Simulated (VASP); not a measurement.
# KZnF3: stress against strain

KZnF3 (cubic perovskite, Pm-3m, 13.364 Å³/atom and stress up to 0.01 GPa in the relaxed cell, cube axes along x, y and z) under a strain ε along a cube axis (axis z), the other axes held. PBEsol in VASP (plane waves, PAW), 600 eV, 8×8×8 Γ-centred mesh, Gaussian smearing 0.05 eV; ions are relaxed, or left where forces stay under 0.02 eV/Å, within the symmetry of each cell. Stress is positive for a compressed cell.

Here s stands for strain and y for stress zz.

```
strain (%)  stress zz (GPa)
----------  ---------------
-3.00                     ?
-1.50                  2.26
-1.00                  1.44
-0.50                  0.70
0.00                   0.00
0.50                  -0.69
1.00                  -1.29
1.50                  -1.93
```

Fit y of the 7 rows that show it with a straight line. Means: s 0, y 0.070. About the means, the sum of products is -9.7100 and the sum of squares of s is 7.0000; the slope is their ratio. Least squares gives y = 0.070 - 1.3871·s. Residuals (row less fit): 0.109, -0.017, -0.064, -0.070, -0.066, 0.027, 0.081; standard error 0.081 (degrees of freedom: 5). The slope gives the elastic constant C11 = 139 ± 3 GPa (± standard error of the fit, which holds the terms cut off).

Problem. What does the fit predict for y at s = -3.00, and how far is the calculated value from it?

Solution. y = 0.070 - 1.3871 × (-3.0) = 4.231 GPa. The calculation gives 4.88 GPa, 0.649 GPa above the prediction (9.5 % of the range of y in the table). The row lies outside the fitted rows, so this is an extrapolation. From the scatter of the fitted rows alone, a prediction at this place has a standard error of 0.126 GPa, so the miss is 5.2 times that.

A polynomial of degree 2 through the 12 other runs of the series gives 4.81 there, so most of the miss is curvature that the fit leaves out. The primitive cell can neither tilt nor turn polar against its symmetry, as such crystals can under strain. Rows are the converged runs of the series near zero and its far end, less any whose ions stayed unrelaxed beside relaxed ones; series whose fitted rows scatter by over a few per cent of the range, as at a crossing or softening among them, aren't shown in this form. Most that stay on the fit to the last digits aren't either.
